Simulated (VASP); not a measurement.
Consider the following.

```xyz
6
Lattice="3.6321 0.0000 0.0000 -1.8160 3.1455 0.0000 0.0000 0.0000 11.4321" Properties=species:S:1:pos:R:3 pbc="T T T"
Sn     0.0000     2.0970     7.1464
Sn     1.8160     1.0485     1.4303
S      1.8160     1.0485     8.6105
S      0.0000     2.0970     2.8944
S      0.0000     0.0000    11.3944
S     -1.8160     3.1455     5.6784
```

All values below come from LDA (Ceperley-Alder, Perdew-Zunger) with spin-orbit coupling, VASP's LDA PAW potentials (set 64) (plane waves; VASP). Numerical set-up: 400 eV cut-off, 6×6×2 Γ-centred mesh, Gaussian smearing of 0.050 eV, potentials Sn_d S.

Question: Give the energies of bands 43 to 56 at the high-symmetry points, in eV from the valence-band maximum.

Answer: 
```
band      Γ      M      K      A      L      H
----  -----  -----  -----  -----  -----  -----
43    -0.57  -2.48  -3.50  -0.82  -2.48  -3.72
44    -0.57  -2.48  -3.46  -0.82  -2.48  -3.72
45    -0.53  -1.14  -1.77  -0.46  -1.09  -1.08
46    -0.53  -1.14  -1.77  -0.46  -1.09  -1.08
47    -0.38  -0.89  -1.21  -0.46  -1.09  -1.06
48    -0.38  -0.89  -1.21  -0.46  -1.09  -1.06
49    -0.33  -0.48  -1.20  -0.41  -0.64  -1.05
50    -0.33  -0.48  -1.20  -0.41  -0.64  -1.05
51     0.00  -0.39  -0.40  -0.41  -0.64  -1.05
52     0.00  -0.39  -0.40  -0.41  -0.64  -1.05
53     1.65   0.88   2.44   2.49   1.33   2.23
54     1.65   0.88   2.44   2.49   1.33   2.23
55     3.01   1.39   2.44   2.49   1.33   2.24
56     3.01   1.39   2.45   2.49   1.33   2.24
```

The gap is indirect, 0.88 eV, from the valence maximum at Γ to the conduction minimum at M.

The structure comes from a computed database's SnS2 entry (P6_3mc); how it stands against other phases isn't given here. It was relaxed first, which changed the volume by -10 %.
